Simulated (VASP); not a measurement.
Data:

```xyz
2
Lattice="1.1248 -2.0060 0.0000 1.1248 2.0060 0.0000 0.0000 0.0000 3.5177" Properties=species:S:1:pos:R:3 pbc="T T T"
Be     1.1248     0.6687     0.8794
Be     1.1884    -0.6687     2.6383
```

All values below come from PBE GGA, VASP's PBE PAW potentials (set 64) (plane waves; VASP). Settings: 400 eV cut-off, 17×17×9 Γ-centred mesh, first-order Methfessel-Paxton smearing of 0.010 eV, potentials Be.

**Question.** Estimate the energy per atom (σ→0), largest force, band gap (on the k-mesh) with the smallest direct gap where there is one.

**Answer.** 
```yaml
band gap (on the k-mesh): none (metal, semimetal or under 0.01 eV)
energy per atom (σ→0): -3.755 eV/atom
largest_force: 0.257 eV/Å
```

The compound is Be in the hcp structure. The cell was not relaxed at this level, atoms are displaced from their ideal sites. The run is one of a series of settings (SIGMA = 0.01 against the base run), some of them coarse on purpose.
